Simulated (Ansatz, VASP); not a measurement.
# Zn3H4S3 (ZnS(100) slab, H on both faces): VASP beside Ansatz

Wanted: the spread between two codes on one cell, functional and k mesh. The cell is taken from a series of runs on this material, whose earlier steps may have relaxed, scaled, displaced or heated it; both programs get it as it stands.

Method: plane waves, with VASP 6.6.1 beside it; single point at PBE, in Ansatz 0.2.0.

### 1. Set-up

The cell holds 120 atoms: 36 Zn, 36 S and 48 H. Cell: a = 11.474 Å, b = 15.299 Å, c = 20.430 Å, α = 90.0°, β = 90.0°, γ = 90.0°. It derives from ZnS (zinc-blende). As first built, before any earlier steps moved the atoms (in the runner's words): zinc-blende ZnS (a = 5.409 A), (100) slab of 6 atomic planes, 3 x 4 surface cells, H on the broken bonds of both faces; displaced by a Gaussian of 0.02 A. Vacuum lies along c.

### 2. VASP: single point, PBE

A single point gives forces, pressure and levels at one fixed geometry, so differences don't come from the geometry; what else differs is listed under the comparison.

Lines of VASP's logs that name or quote its potential files are left out, and so is its time.

INCAR reads:

```
SYSTEM = Zn3H4S3
PREC = Accurate
ENCUT = 400
EDIFF = 1E-06
NELM = 120
ISMEAR = -1
SIGMA = 0.025
LREAL = Auto
ALGO = Normal
GGA = PE
NBANDS = 432
LORBIT = 11
LWAVE = .FALSE.
LCHARG = .FALSE.
ISIF = 2
LASPH = .TRUE.
GGA_COMPAT = .FALSE.
EFERMI = MIDGAP
NCORE = 4
```

POSCAR reads:

```
Zn3H4S3
1.0
   11.4742200000      0.0000000000      0.0000000000
    0.0000000000     15.2989600000      0.0000000000
    0.0000000000      0.0000000000     20.4297900000
Zn S H
36 36 48
Direct
    0.2661200000      0.1254100000      0.3974900000
    0.0984100000      0.0000400000      0.5293300000
    0.2647000000      0.1228900000      0.6610700000
    0.2667800000      0.3752300000      0.3978600000
    0.0993200000      0.2492100000      0.5288700000
    0.2674000000      0.3759700000      0.6626000000
    0.2674200000      0.6239700000      0.3952700000
    0.1008100000      0.4975900000      0.5300800000
    0.2644800000      0.6273500000      0.6628000000
    0.2629500000      0.8759300000      0.3973400000
    0.0983300000      0.7494900000      0.5299000000
    0.2658300000      0.8765400000      0.6634400000
    0.6007300000      0.1230700000      0.3975500000
    0.4344800000      0.0009400000      0.5304800000
    0.5980600000      0.1228700000      0.6623100000
    0.5999700000      0.3754200000      0.3976700000
    0.4349000000      0.2503100000      0.5300100000
    0.6002300000      0.3735500000      0.6602000000
    0.5984900000      0.6257800000      0.3990000000
    0.4338600000      0.4998100000      0.5308400000
    0.6014600000      0.6235300000      0.6642600000
    0.6005700000      0.8747200000      0.3973500000
    0.4345000000      0.7501500000      0.5302800000
    0.5999500000      0.8746700000      0.6631500000
    0.9330300000      0.1252500000      0.3981200000
    0.7663500000      0.0010000000      0.5300300000
    0.9330100000      0.1248300000      0.6625700000
    0.9331700000      0.3763400000      0.3982600000
    0.7661800000      0.2504000000      0.5300300000
    0.9336500000      0.3744600000      0.6625600000
[... 84 atom lines left out ...]
    0.8231100000      0.6241700000      0.7059100000
    0.0439200000      0.6257700000      0.7079600000
    0.0272100000      0.0002900000      0.2956500000
    0.8391800000      0.0019200000      0.2934100000
    0.8215700000      0.8751000000      0.7060200000
    0.0440800000      0.8761700000      0.7063200000
```

KPOINTS reads:

```
Automatic mesh
0
Gamma
1 1 1
0 0 0
```

The projector-augmented-wave data sets are Zn, S and H (PBE family, release 64).

Started as:

```bash
$ mpirun -np 16 vasp_gam
```

Numbers of over 12 decimals in the logs are rounded to 6 here.

What it wrote:

```text
[banner, memory and clock lines left out]
running   16 mpi-ranks, on    1 nodes
[...]
LDA part: xc-table for (Slater+PW92), standard interpolation
 POSCAR, INCAR and KPOINTS ok, starting setup
[...]
entering main loop
       N       E                     dE             d eps       ncg     rms          rms(c)
DAV:   1     0.607779376575E+04    0.60778E+04   -0.28408E+05   872   0.137E+03
DAV:   2     0.679610511362E+03   -0.53982E+04   -0.51191E+04   968   0.352E+02
DAV:   3    -0.303326578909E+03   -0.98294E+03   -0.96957E+03   960   0.161E+02
DAV:   4    -0.381085391881E+03   -0.77759E+02   -0.77003E+02  1000   0.416E+01
[...]
DAV:  32    -0.350775179489E+03   -0.11325E-05   -0.32478E-08   616   0.605E-04    0.322E-04
DAV:  33    -0.350775180675E+03   -0.11859E-05   -0.35213E-08   576   0.364E-04    0.255E-04
DAV:  34    -0.350775181667E+03   -0.99256E-06   -0.40992E-08   584   0.306E-04
   1 F= -.35077518E+03 E0= -.35077510E+03  d E =-.156299E-03
```

OUTCAR, selected parts (step 2):

```text
  FREE ENERGIE OF THE ION-ELECTRON SYSTEM (eV)
  ---------------------------------------------------
  free  energy   TOTEN  =      -350.7751816672 eV

  energy  without entropy=     -350.7750253683  energy(sigma->0) =     -350.77510352
```

### 3. Ansatz: single point, PBE

Ansatz runs on its default PAW (the set named soft_2) files.

The same cell, functional, mesh and smearing now go to Ansatz, which takes its cutoff from its data sets.

input.yaml reads:

```yaml
crystal:
  lattice:
    - [11.47422, 0.0, 0.0]
    - [0.0, 15.29896, 0.0]
    - [0.0, 0.0, 20.42979]
  atoms:
    - { symbol: Zn, position: [0.26612, 0.12541, 0.39749] }
    - { symbol: S, position: [0.26808, 0.24945, 0.33113] }
    - { symbol: Zn, position: [0.09841, 4.0e-05, 0.52933] }
    - { symbol: S, position: [0.10192, 0.12596, 0.46583] }
    - { symbol: Zn, position: [0.2647, 0.12289, 0.66107] }
    - { symbol: S, position: [0.26746, 0.24953, 0.59698] }
    - { symbol: Zn, position: [0.26678, 0.37523, 0.39786] }
    - { symbol: S, position: [0.26562, 0.49967, 0.33091] }
    - { symbol: Zn, position: [0.09932, 0.24921, 0.52887] }
    - { symbol: S, position: [0.09912, 0.37489, 0.4654] }
    - { symbol: Zn, position: [0.2674, 0.37597, 0.6626] }
    - { symbol: S, position: [0.26682, 0.50186, 0.59511] }
    - { symbol: Zn, position: [0.26742, 0.62397, 0.39527] }
    - { symbol: S, position: [0.26646, 0.75104, 0.33] }
    - { symbol: Zn, position: [0.10081, 0.49759, 0.53008] }
    - { symbol: S, position: [0.09795, 0.62613, 0.4628] }
    - { symbol: Zn, position: [0.26448, 0.62735, 0.6628] }
    - { symbol: S, position: [0.26581, 0.75113, 0.59628] }
    - { symbol: Zn, position: [0.26295, 0.87593, 0.39734] }
    - { symbol: S, position: [0.2667, 0.00095, 0.33322] }
    - { symbol: Zn, position: [0.09833, 0.74949, 0.5299] }
    - { symbol: S, position: [0.09978, 0.87365, 0.46377] }
    - { symbol: Zn, position: [0.26583, 0.87654, 0.66344] }
    - { symbol: S, position: [0.26565, 0.99782, 0.59606] }
    - { symbol: Zn, position: [0.60073, 0.12307, 0.39755] }
    - { symbol: S, position: [0.60051, 0.25041, 0.33054] }
    - { symbol: Zn, position: [0.43448, 0.00094, 0.53048] }
    - { symbol: S, position: [0.43461, 0.12357, 0.46371] }
    - { symbol: Zn, position: [0.59806, 0.12287, 0.66231] }
    - { symbol: S, position: [0.59752, 0.25081, 0.59523] }
[... 84 atom lines left out ...]
    - { symbol: H, position: [0.82311, 0.62417, 0.70591] }
    - { symbol: H, position: [0.04392, 0.62577, 0.70796] }
    - { symbol: H, position: [0.02721, 0.00029, 0.29565] }
    - { symbol: H, position: [0.83918, 0.00192, 0.29341] }
    - { symbol: H, position: [0.82157, 0.8751, 0.70602] }
    - { symbol: H, position: [0.04408, 0.87617, 0.70632] }
kpoints:
  mp_grid: { grid: [1, 1, 1] }
hamiltonian:
  xc: pbe
scf:
  occupations: { method: fermi_dirac, width: 0.025 }
output:
  forces: true
  populations: intrinsic
  dos:
    method: { smearing: { sigma: 0.15 } }
    de: 0.1
    projected:
      site_lists:
        H: [H]
        S: [S]
        Zn: [Zn]
        slab: [0, 1, 2, 3, 4, 5, 6, 7, 8, 9, 10, 11, 12, 13, 14, 15, 16, 17, 18, 19, 20, 21, 22, 23, 24, 25, 26, 27, 28, 29, 30, 31, 32, 33, 34, 35, 36, 37, 38, 39, 40, 41, 42, 43, 44, 45, 46, 47, 48, 49, 50, 51, 52, 53, 54, 55, 56, 57, 58, 59, 60, 61, 62, 63, 64, 65, 66, 67, 68, 69, 70, 71]
        hydrogen: [72, 73, 74, 75, 76, 77, 78, 79, 80, 81, 82, 83, 84, 85, 86, 87, 88, 89, 90, 91, 92, 93, 94, 95, 96, 97, 98, 99, 100, 101, 102, 103, 104, 105, 106, 107, 108, 109, 110, 111, 112, 113, 114, 115, 116, 117, 118, 119]
  eigenvalues: true
  write_density: true
  write_potential: true
  volumetric_format: npy
  elf: true
```

Started as:

```bash
$ ansatz run input.yaml --threads 8 --pin off --max-ram 15872MiB --backend cpu --events-out ev --progress --plain --runs-dir out
```

What it wrote:

```text
Engine: ansatz 0.2.0, aarch64-unknown-linux-gnu
Pseudopotentials: kind: paw
Pseudopotential: Zn, paw, valence charge 12, recommended cutoff 420 eV (normal), Zn.paw.azcp
Pseudopotential: S, paw, valence charge 6, recommended cutoff 420 eV (normal), S.paw.azcp
Pseudopotential: H, paw, valence charge 1, recommended cutoff 420 eV (normal), H.paw.azcp
Functional definition: PBE
  parameter kappa = 0.804
  parameter beta = 0.066725
  exchange = pbe_x(kappa = kappa, mu = beta*pi^2/3)
  correlation = pbe_c(beta = beta)
Crystal: 120 atoms, lattice volume = 3586.320 Å³
Basis set: ecut = 420 eV, 70077 PW (Γ), exchange–correlation on 160×216×288 points (8 copies of the dense FFT grid, shifted against one another)
Bands: 468, of which v1, the nominal top of the filled ones, is band 348 counted from 1 (347 counted from 0)
Symmetry: 1 space group operations
Space group: P1 (ITA 1), of the structure as read, at distance tolerance 1.5e-4 Å
k-points: 1
Non-local potential: Zn, projectors of the file, l = 0: 2, l = 1: 2, l = 2: 3, l = 3: 1
Non-local potential: S, projectors of the file, l = 0: 2, l = 1: 2, l = 2: 2
Non-local potential: H, projectors of the file, l = 0: 2, l = 1: 1
PAW form: soft (Blöchl's): semilocal exchange-correlation on the pseudo side does not see the compensation charge
PAW one-centre angular grid: Zn, 590 points (default); XC on 64 Gauss nodes
PAW one-centre angular grid: S, 110 points (default); XC on 64 Gauss nodes
PAW one-centre angular grid: H, 110 points (default); XC on 64 Gauss nodes
Initial density: superposition of atomic densities (neutral atoms: chi_scale 0, normalization atom), corrected by the library's trained network
Initial wavefunctions: pseudopotential atomic-orbital guess
Functional: x = pbe(κ = 0.804, μ = 0.219515), c = pbe(β = 0.066725)
SCF iter   1: F=—  HF=-152724.829922 eV  |F-HF|=—  |Δ(HF+E_count)|=         —  Δρ=7.58e-3  dr2=1.30e1  ethr=1.77e-3  ⟨swp⟩=8.0  Hψ=2274  notcnv=0  defer=38
preconditioner: auto → Resta (q_TF=auto, 2.076 Å⁻¹)  ε∞=3.4  [insulator: Δε(μ)=0.600 eV  Ē_g=10.663 eV  σ=0.025 eV  W_gap=1.00  n_scr=544 (ndim 8)  ℏωp=16.4 eV  f_vac=0.489  D(μ)=0.00/eV (n_scr^D=0)  ε∞_Penn≈3.4  vacuum switching on, ρ_ref=8.2e-3 e/Å³]
SCF iter   2: F=—  HF=-152722.285377 eV  |F-HF|=—  |Δ(HF+E_count)|=    2.54e0  Δρ=3.87e-3  dr2=1.08e0  ethr=1.77e-3  ⟨swp⟩=2.0  Hψ=569  notcnv=0  defer=109
SCF iter   3: F=—  HF=-152722.114719 eV  |F-HF|=—  |Δ(HF+E_count)|=   1.71e-1  Δρ=1.87e-3  dr2=2.38e-1  ethr=1.56e-4  ⟨swp⟩=3.0  Hψ=1117  notcnv=0  defer=103
SCF iter   4: F=—  HF=-152722.117707 eV  |F-HF|=—  |Δ(HF+E_count)|=   2.99e-3  Δρ=1.53e-3  dr2=1.41e-1  ethr=3.42e-5  ⟨swp⟩=3.0  Hψ=728  notcnv=0  defer=103
SCF iter   5: F=—  HF=-152722.092719 eV  |F-HF|=—  |Δ(HF+E_count)|=   2.50e-2  Δρ=3.04e-4  dr2=5.20e-3  ethr=2.02e-5  ⟨swp⟩=2.0  Hψ=691  notcnv=0  defer=103
SCF iter   6: F=—  HF=-152722.094743 eV  |F-HF|=—  |Δ(HF+E_count)|=   2.02e-3  Δρ=1.67e-4  dr2=1.86e-3  ethr=7.47e-7  ⟨swp⟩=2.0  Hψ=714  notcnv=0  defer=103
SCF iter   7: F=—  HF=-152722.094951 eV  |F-HF|=—  |Δ(HF+E_count)|=   2.07e-4  Δρ=7.38e-5  dr2=5.00e-4  ethr=2.67e-7  ⟨swp⟩=2.0  Hψ=677  notcnv=0  defer=103
SCF iter   8: F=—  HF=-152722.095000 eV  |F-HF|=—  |Δ(HF+E_count)|=   4.95e-5  Δρ=2.62e-5  dr2=4.30e-5  ethr=7.18e-8  ⟨swp⟩=2.0  Hψ=674  notcnv=0  defer=103
SCF iter   9: F=—  HF=-152722.096690 eV  |F-HF|=—  |Δ(HF+E_count)|=   1.69e-3  Δρ=8.72e-6  dr2=3.95e-6  ethr=6.17e-9  ⟨swp⟩=2.0  Hψ=780  notcnv=0  defer=103
SCF iter  10: F=—  HF=-152722.096693 eV  |F-HF|=—  |Δ(HF+E_count)|=   2.50e-6  Δρ=3.44e-6  dr2=6.99e-7  ethr=5.67e-10  ⟨swp⟩=2.0  Hψ=714  notcnv=0  defer=103
SCF iter  11: F=—  HF=-152722.096693 eV  |F-HF|=—  |Δ(HF+E_count)|=   5.22e-7  Δρ=1.98e-6  dr2=2.87e-7  ethr=1.00e-10  ⟨swp⟩=2.0  Hψ=714  notcnv=0  defer=103
SCF iter  12: F=-152722.096693 eV  HF=-152722.096693 eV  |F-HF|=2.36e-9  |Δ(HF+E_count)|=   6.37e-8  Δρ=9.35e-7  dr2=3.82e-8  ethr=1.44e-11  ⟨swp⟩=20.0  Hψ=5024  notcnv=0
SCF 1 converged in 12 iterations: F = -152722.096693 eV  dr2 = 3.82e-8
  greatest PAW one-centre occupation: 0.985 electrons in one spin orbital (limit 2), on the Zn atom at site 54 (counted from 0), in its partial waves of l = 2
[...]
atom  94  H      2.25970306    -0.01130063    -0.79187579
  atom  95  H      0.74308022    -0.02149433     0.22614145
  atom  96  H     -0.88202194    -0.04040748     0.42844503
  atom  97  H     -2.91094994    -0.01010658    -1.32271984
  atom  98  H      2.50106598    -0.03049666    -0.97988524
  atom  99  H     -0.91750898     0.03986770     0.32673766
  atom 100  H      1.40122324     0.00224829     0.84963591
  atom 101  H      2.76689494     0.02165751    -1.19740421
  atom 102  H     -2.88115148     0.00934595    -1.40952879
  atom 103  H      1.16470492    -0.00635174     0.65007882
  atom 104  H     -1.23352236    -0.00232881     0.63209132
  atom 105  H      3.10548368     0.00252848    -1.47448089
  atom 106  H     -2.97178923    -0.01380199    -1.32939131
  atom 107  H     -1.00750452    -0.01448996     0.44303354
  atom 108  H      0.95657976     0.00924423     0.44613349
  atom 109  H      3.42141953    -0.04746215    -1.70936027
  atom 110  H     -3.47902172    -0.07572200    -1.74314426
  atom 111  H     -1.24265160     0.01842877     0.53242403
  atom 112  H      1.34491594     0.01047131     0.81857299
  atom 113  H     -2.13131879     0.00989128    -0.73474114
  atom 114  H      2.20719433    -0.06361121    -0.59485385
  atom 115  H     -1.09284492    -0.02998101     0.65271204
  atom 116  H      0.85215241     0.00993463     0.30029384
  atom 117  H      3.31415131    -0.01196799    -1.66443482
  atom 118  H     -2.67941281    -0.01029025    -1.12998229
  atom 119  H     -1.03835610    -0.00765544     0.54329840
  atom 120  H      0.81864511    -0.01500901     0.35533692
  max |Σ_I F_I| component: 8.87e-6 eV/Å
--- Band table (eV) ---
  k-point 0: bands = [... 344 lower, 0.7191, 0.7562, 0.7735, 0.7888, 1.2748, 1.2915, 1.3135, 1.4305, ... 116 higher]
--- intrinsic populations: 120 sites ---
  site symbol       q [e]
     0     Zn     10.7627
     1      S      6.3713
     2     Zn     10.7704
     3      S      7.2308
     4     Zn     10.8229
     5      S      7.2918
     6     Zn     10.7655
     7      S      6.4061
     8     Zn     10.7683
     9      S      7.2292
    10     Zn     10.8231
    11      S      7.2822
    12     Zn     10.7635
    13      S      6.3936
    14     Zn     10.7665
    15      S      7.2492
    16     Zn     10.8286
    17      S      7.2871
    18     Zn     10.7649
    19      S      6.3975
    20     Zn     10.7692
    21      S      7.2360
    22     Zn     10.8188
    23      S      7.2833
[...]
112      H      0.9957
   113      H      1.0359
   114      H      1.3615
   115      H      1.3460
   116      H      0.9953
   117      H      1.0222
   118      H      1.3531
   119      H      1.3607
  spilling = 0.000000 (of n_electrons = 696.000000)
```

Reading the cycles: dr2 is the Hartree energy of the density residual (eV), the measure of convergence; HF is the Harris–Foulkes estimate of the energy, which meets the free energy F at convergence.

### 4. Side by side

Known differences besides the potentials themselves: the cutoff is 420 eV in Ansatz and 400 eV in VASP (PREC = Accurate, projectors in real space). Total energies have different zeros and are not compared.

Both answers:

```csv
quantity,Ansatz,VASP,difference
gap on the k mesh (eV),0.486,0.471,+0.015
```

Forces on 10 of the 120 atoms, those with the largest forces and the largest differences (eV/Å; atoms numbered as in POSCAR):

```
atom          Ansatz x, y, z            VASP x, y, z
 S55     0.505, 0.002, 1.658     0.489, 0.002, 1.605
 S58    0.314, -0.092, 1.787    0.292, -0.094, 1.734
 S64    0.012, -0.099, 2.821    0.004, -0.102, 2.761
 H73   -2.975, 0.012, -1.361   -2.947, 0.012, -1.350
 H74    3.217, 0.015, -1.545    3.197, 0.015, -1.538
 H90   3.103, -0.001, -1.419    3.076, 0.000, -1.407
H105    3.105, 0.003, -1.474    3.075, 0.003, -1.462
H109   3.421, -0.047, -1.709   3.397, -0.047, -1.698
H110  -3.479, -0.076, -1.743  -3.446, -0.074, -1.727
H117   3.314, -0.012, -1.664   3.288, -0.012, -1.652
```

The forces differ by 15 meV/Å r.m.s., which is 1.5 % of the r.m.s. force of 0.982 eV/Å (both taken over all components). A gap on the mesh is an upper bound, since the band edges may lie between its points. With vacuum in the cell, a pressure given here is an average over mostly empty space and none of the material.

### 5. Results

```json
{
  "r.m.s. force difference (single point, PBE)": "1.5 % of the r.m.s. force"
}
```

In words: The r.m.s. force difference is 1.5 % of the r.m.s. force (single point, PBE), within the 3 % picked in this series as the mark of a large difference. Such differences can come from data sets, numerical settings and the points named under the comparisons, not from the functional's error against experiment.

[Lines on the potential files, build, host, timing and source positions are cut from VASP's logs without a mark.]

[Logs are printed without paths, hosts, clocks, repeated set-up lines and the standing remarks that a program may print on its own settings, such as how far it seeks lower states.]

[Hosts, paths, dates, database ids (printed as entryN), source tags and the programs' standing remarks are cut or masked in the printed files.]
